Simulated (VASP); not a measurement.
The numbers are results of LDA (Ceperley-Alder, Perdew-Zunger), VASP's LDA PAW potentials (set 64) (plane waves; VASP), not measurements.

Input for VASP

### POSCAR
```
MoTe2
1
    1.7362062544    -3.0071970407     0.0000000000
    1.7362062544     3.0071970407     0.0000000000
    0.0000000000     0.0000000000    13.7096940066
Te Mo
4 2
Direct
  0.3333330000   0.6666670000   0.8812981730
  0.6666670000   0.3333330000   0.3812981730
  0.6666670000   0.3333330000   0.1187018270
  0.3333330000   0.6666670000   0.6187018270
  0.3333330000   0.6666670000   0.2500000000
  0.6666670000   0.3333330000   0.7500000000
```

**KPOINTS**
```
Automatic mesh
0
Gamma
17 17 4
0 0 0
```

INCAR:
```
ALGO=Normal
CSHIFT=0.1
EDIFF=1E-7
ENCUT=400
ISMEAR=0
LASPH=T
LCHARG=F
LMAXMIX=4
LOPTICS=T
LREAL=F
LWAVE=F
NBANDS=93
NEDOS=1001
NELM=100
PREC=Accurate
SIGMA=0.01
SYSTEM=MoTe2
```

POTCAR, in this order: Te Mo_sv (LDA.64 set). Program: vasp_std.

The resulting files:

File OSZICAR:
```
       N       E                     dE             d eps       ncg     rms          rms(c)
DAV:   1     0.412765442901E+03    0.41277E+03   -0.19147E+04 19142   0.410E+02
DAV:   2    -0.251985897716E+02   -0.43796E+03   -0.41584E+03 21334   0.157E+02
DAV:   3    -0.424325105094E+02   -0.17234E+02   -0.16966E+02 22012   0.316E+01
DAV:   4    -0.426188599581E+02   -0.18635E+00   -0.18626E+00 21508   0.324E+00
DAV:   5    -0.426224532310E+02   -0.35933E-02   -0.35931E-02 21619   0.446E-01    0.237E+01
DAV:   6    -0.417191073856E+02    0.90335E+00   -0.17971E+00 20839   0.502E+00    0.971E+00
DAV:   7    -0.417083345935E+02    0.10773E-01   -0.19638E+00 20337   0.392E+00    0.675E+00
DAV:   8    -0.412696975029E+02    0.43864E+00   -0.61121E-01 20452   0.263E+00    0.137E+00
DAV:   9    -0.412617067261E+02    0.79908E-02   -0.45181E-02 20938   0.524E-01    0.467E-01
DAV:  10    -0.412615766454E+02    0.13008E-03   -0.13248E-03 21610   0.854E-02    0.270E-01
DAV:  11    -0.412615469385E+02    0.29707E-04   -0.13831E-04 21002   0.478E-02    0.734E-02
DAV:  12    -0.412615368422E+02    0.10096E-04   -0.47364E-05 20304   0.172E-02    0.389E-02
DAV:  13    -0.412615372908E+02   -0.44865E-06   -0.27313E-06 22047   0.319E-03    0.194E-02
DAV:  14    -0.412615369944E+02    0.29645E-06   -0.77822E-07 20878   0.281E-03    0.122E-02
DAV:  15    -0.412615369763E+02    0.18108E-07   -0.90752E-08 18279   0.823E-04
   1 F= -.41261537E+02 E0= -.41261537E+02  d E =-.641671E-58
 imaginary and real dielectric function
```

**OUTCAR**
```
------------------------ aborting loop because EDIFF is reached ----------------------------------------
  FORCE on cell =-STRESS in cart. coord.  units (eV):
  Direction    XX          YY          ZZ          XY          YZ          ZX
  --------------------------------------------------------------------------------------
  Total       -0.0202288     -0.0202288      0.0132307      0.0000000      0.0000000      0.0000000
  in kB       -0.2263914     -0.2263913      0.1480718      0.0000000      0.0000000      0.0000000
  external PRESSURE =      -0.1015703 kB  Pullay stress =       0.0000000 kB
  volume of cell :      143.16
      direct lattice vectors                 reciprocal lattice vectors
     1.736206254 -3.007197041  0.000000000     0.287984218 -0.166267788  0.000000000
     1.736206254  3.007197041  0.000000000     0.287984218  0.166267788  0.000000000
     0.000000000  0.000000000 13.709694007     0.000000000  0.000000000  0.072941088
 POSITION                                       TOTAL-FORCE (eV/Angst)
 -----------------------------------------------------------------------------------
      1.73621      1.00240     12.08233         0.000000      0.000000     -0.009778
      1.73621     -1.00240      5.22748         0.000000      0.000000     -0.009778
      1.73621     -1.00240      1.62737         0.000000      0.000000      0.009778
      1.73621      1.00240      8.48221        -0.000000      0.000000      0.009778
      1.73621      1.00240      3.42742         0.000000     -0.000000      0.000000
      1.73621     -1.00240     10.28227        -0.000000     -0.000000      0.000000
 -----------------------------------------------------------------------------------
    total drift:                                0.000000      0.001592     -0.000024
  FREE ENERGIE OF THE ION-ELECTRON SYSTEM (eV)
  ---------------------------------------------------
  free  energy   TOTEN  =       -41.2615369763 eV

  energy  without entropy=      -41.2615369763  energy(sigma->0) =      -41.26153698

 plasma frequency squared (from intraband transitions) (eV^2)
  --------------------------------------------------------------------------------------
       0.000      -0.000       0.000
      -0.000       0.000       0.000
       0.000       0.000       0.000

 plasma frequency squared (from interband transitions, int dw w eps(2)(w)) (eV^2)
  --------------------------------------------------------------------------------------
     431.735       0.000       0.000      -0.000      -0.000       0.000
       0.000       0.000     431.734       0.000      -0.000      -0.000
      -0.000      -0.000      -0.000       0.000     437.850       0.000
```
(Selected blocks of OUTCAR.)

The compound is MoTe2 in the 2H layered structure. It was relaxed first.
